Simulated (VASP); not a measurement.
The input files of a VASP run:

### POSCAR
```
SiC
2.8528990
  0.0000000000   0.7071066775   0.7071066775
  0.7071066775   0.0000000000   0.7071066775
  0.7071066775   0.7071066775   0.0000000000
Si C
1 1
Cartesian
  0.0000000000   0.0000000000   0.0000000000
  0.7071066775   0.7071066775   0.7071066775
```

**INCAR**
```
# general
SYSTEM = SiC
PREC   = Accurate
ENCUT  = 520
LREAL  = .FALSE.   # projection in real space or not
LASPH  = .TRUE.

# electronic loop
EDIFF  = 1E-7   # SCF stop (eV)
NELM   = 100
ALGO   = Normal   # blocked Davidson

# smearing
ISMEAR = -5

# functional
GGA    = PS   # PBEsol

# ions
ISIF   = 2   # forces and stress, cell fixed

# output
LWAVE  = .FALSE.
LCHARG = .TRUE.
LORBIT = 11   # lm-projected
NEDOS  = 601   # DOS grid
```

KPOINTS:
```
kpoints
0
Gamma
 17 17 17
```

POTCAR, in this order: Si C (PBE.64 set). Program: vasp_std.

Q: Translate this PBEsol calculation to Ansatz.

A: One equivalent input (not run):
Ansatz 0.2 input:
```yaml
crystal:
  lattice:
    - [0.0000000, 2.0173039, 2.0173039]
    - [2.0173039, 0.0000000, 2.0173039]
    - [2.0173039, 2.0173039, 0.0000000]
  atoms:
    - { symbol: Si, position: [0.0000000, 0.0000000, 0.0000000] }
    - { symbol: C, position: [0.5000000, 0.5000000, 0.5000000] }
kpoints:
  mp_grid: { grid: [17, 17, 17] }
hamiltonian:
  xc: pbesol
  pseudopotentials: { kind: paw }
scf:
  occupations: { method: tetrahedron }
  max_iter: 100
output: { forces: true, stress: true, eigenvalues: true }
```
Limits of the translation: each code has its own PAW files, so the cut-off isn't converted (ENCUT is set for VASP's; basis.ecutwfc is left out, and Ansatz then takes the one that its files recommend); Ansatz stops its SCF on the density residual and VASP on the energy change (EDIFF).

The structure was generated: SiC was put into the rock salt type (Fm-3m), which need not be its known phase. It was relaxed first.
